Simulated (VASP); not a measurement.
# PrZn (space group Pm-3m): computed properties

Method: PBEsol GGA, VASP's PBE PAW potentials (set 64) (plane waves; VASP 6.6.1).

For PrZn, the space group is Pm-3m (221), the cell is a = 3.6425 Å, b = 3.6425 Å, c = 3.6425 Å, α = 90.00°, β = 90.00°, γ = 90.00° and the volume per atom is 24.16 Å^3/atom. The band gap (over mesh and band path) comes out as none (metal, semimetal or under 0.01 eV) and the band gap with spin-orbit coupling is none (metallic). The density comes out as 7.09 g/cm³.

Space group Pm-3m (No. 221); a = b = c = 3.6425 Å, α = β = γ = 90.00°

```
atom  site  symmetry       x       y       z
----  ----  --------  ------  ------  ------
Pr      1a      m-3m  0.0000  0.0000  0.0000
Zn      1b      m-3m  0.5000  0.5000  0.5000
```

The 4f electrons are frozen in the core of the lanthanide potential, so 4f levels, which can set the real gap, and their magnetism are missing.

The structure comes from a measured PrZn entry (Pm-3m) of the Crystallography Open Database, whose conditions weren't checked. It was relaxed first. Symmetry was kept, so distortions that lower it aren't found. The electron count is odd and the run is not spin-polarised, which forces a metal.
